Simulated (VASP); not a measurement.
All values below come from PBE GGA, VASP's PBE PAW potentials (set 64) (plane waves; VASP 6.6.1).

VASP input:

File POSCAR:
```
Al3Sc
1
    4.1000000000     0.0000000000     0.0000000000
    0.0000000000     4.1000000000     0.0000000000
    0.0000000000     0.0000000000     4.1000000000
Sc Al
1 3
Direct
  0.0072530000  -0.0061470000  -0.0066380000
  0.0038780000   0.4862700000   0.5089330000
  0.4898000000   0.0146970000   0.4855380000
  0.4990690000   0.5051800000   0.0121670000
```

File KPOINTS:
```
Regular mesh
0
Gamma
6 6 6
0 0 0
```

INCAR:
```
! general
SYSTEM  = Al3Sc
PREC    = Accurate
ENCUT   = 300   ! plane-wave cut-off (eV)
LREAL   = F   ! projection in real space or not
LASPH   = T   ! aspherical one-centre terms

! electronic loop
EDIFF   = 1E-6   ! SCF stop (eV)
NELM    = 100   ! most electronic steps
ALGO    = Normal   ! blocked Davidson
LMAXMIX = 4

! smearing
ISMEAR  = 0
SIGMA   = 0.03   ! width (eV)

! functional
GGA     = PE

! ions
ISIF    = 2   ! forces and stress, cell fixed

! output
LWAVE   = F
LCHARG  = F
```

POTCAR, in this order: Sc_sv Al (PBE.64 set). Program: vasp_std.

The resulting files:

**OSZICAR**
```
       N       E                     dE             d eps       ncg     rms          rms(c)
DAV:   1     0.772865689442E+02    0.77287E+02   -0.63961E+03  3304   0.846E+02
DAV:   2    -0.148164887104E+02   -0.92103E+02   -0.90361E+02  3294   0.309E+02
DAV:   3    -0.201055896701E+02   -0.52891E+01   -0.50443E+01  4690   0.545E+01
DAV:   4    -0.202053453111E+02   -0.99756E-01   -0.98758E-01  4276   0.873E+00
DAV:   5    -0.202083586477E+02   -0.30133E-02   -0.30106E-02  4646   0.147E+00    0.873E+00
DAV:   6    -0.192723669324E+02    0.93599E+00   -0.48085E+00  5256   0.248E+01    0.309E+00
DAV:   7    -0.192253055480E+02    0.47061E-01   -0.87087E-02  3862   0.259E+00    0.178E+00
DAV:   8    -0.192030644855E+02    0.22241E-01   -0.32924E-02  4574   0.147E+00    0.217E-01
DAV:   9    -0.192027180879E+02    0.34640E-03   -0.35250E-03  3886   0.421E-01    0.914E-02
DAV:  10    -0.192026479428E+02    0.70145E-04   -0.22304E-04  4626   0.153E-01    0.705E-02
DAV:  11    -0.192026414296E+02    0.65132E-05   -0.47158E-05  4728   0.658E-02    0.231E-02
DAV:  12    -0.192026361387E+02    0.52909E-05   -0.15597E-05  4526   0.390E-02    0.522E-03
DAV:  13    -0.192026361065E+02    0.32205E-07   -0.84501E-07  2564   0.957E-03
   1 F= -.19202636E+02 E0= -.19201469E+02  d E =-.233456E-02
```

OUTCAR:
```
------------------------ aborting loop because EDIFF is reached ----------------------------------------
  FORCE on cell =-STRESS in cart. coord.  units (eV):
  Direction    XX          YY          ZZ          XY          YZ          ZX
  --------------------------------------------------------------------------------------
  Total        0.1674962      0.2287217      0.2016853     -0.1226886     -0.1141919      0.0241323
  in kB        3.8937133      5.3169970      4.6884923     -2.8520889     -2.6545712      0.5609937
  external PRESSURE =       4.6330675 kB  Pullay stress =       0.0000000 kB
  volume of cell :       68.92
      direct lattice vectors                 reciprocal lattice vectors
     4.100000000  0.000000000  0.000000000     0.243902439  0.000000000  0.000000000
     0.000000000  4.100000000  0.000000000     0.000000000  0.243902439  0.000000000
     0.000000000  0.000000000  4.100000000     0.000000000  0.000000000  0.243902439
 POSITION                                       TOTAL-FORCE (eV/Angst)
 -----------------------------------------------------------------------------------
      0.02974      4.07480      4.07278        -0.470541      0.132352      0.197829
      0.01590      1.99371      2.08663        -0.143190      0.368172     -0.263976
      2.00818      0.06026      1.99071         0.433122     -0.367073      0.357820
      2.04618      2.07124      0.04988         0.180609     -0.133450     -0.291673
 -----------------------------------------------------------------------------------
    total drift:                                0.000307     -0.000210     -0.000203
  FREE ENERGIE OF THE ION-ELECTRON SYSTEM (eV)
  ---------------------------------------------------
  free  energy   TOTEN  =       -19.2026361065 eV

  energy  without entropy=      -19.2003015442  energy(sigma->0) =      -19.20146883
```
(Selected blocks of OUTCAR.)

OUTCAR:
```
 val. band max:        7.3072557916   @ k =  -0.1667   0.1667   0.0000

 cond. band min:       7.3114139556   @ k =   0.1667   0.0000   0.1667


 Fermi energy:         7.3092952017

 k-point     1 :       0.0000    0.0000    0.0000
  band No.  band energies     occupation
      1     -41.7935      2.00000
      2     -20.5103      2.00000
      3     -20.5089      2.00000
      4     -20.5069      2.00000
      5      -2.7941      2.00000
      6       4.5542      2.00000
      7       4.5685      2.00000
      8       5.3824      2.00000
      9       5.3905      2.00000
     10       5.4083      2.00000
     11       8.4436      0.00000
     12       8.4803      0.00000
     13       8.4916      0.00000
     14       8.5028      0.00000

 k-point     2 :       0.1667    0.0000    0.0000
  band No.  band energies     occupation
      1     -41.7932      2.00000
      2     -20.5160      2.00000
      3     -20.5090      2.00000
      4     -20.5081      2.00000
      5      -2.5411      2.00000
      6       3.0364      2.00000
      7       4.7655      2.00000
      8       5.4090      2.00000
      9       5.4254      2.00000
     10       6.3484      2.00000
     11       8.3437      0.00000
     12       8.3602      0.00000
     13       8.5706      0.00000
     14       9.3590      0.00000

 k-point     3 :       0.0000    0.1667    0.0000
  band No.  band energies     occupation
      1     -41.7932      2.00000
      2     -20.5173      2.00000
      3     -20.5095      2.00000
      4     -20.5064      2.00000
      5      -2.5412      2.00000
      6       3.0415      2.00000
      7       4.7617      2.00000
      8       5.4015      2.00000
      9       5.4248      2.00000
     10       6.3514      2.00000
     11       8.3301      0.00000
     12       8.3667      0.00000
     13       8.5935      0.00000
     14       9.3500      0.00000

 k-point     4 :       0.0000    0.0000    0.1667
  band No.  band energies     occupation
...
```

At this cut-off the stress carries a Pulay error, which pulls relaxed volumes low.

The structure is a typed Al3Sc crystal. The cell was not relaxed at this level, atoms are displaced from their ideal sites. The run is one of a series of settings (SIGMA = 0.03, KPOINTS 6×6×6 Γ-centred mesh against the base run), some of them coarse on purpose.
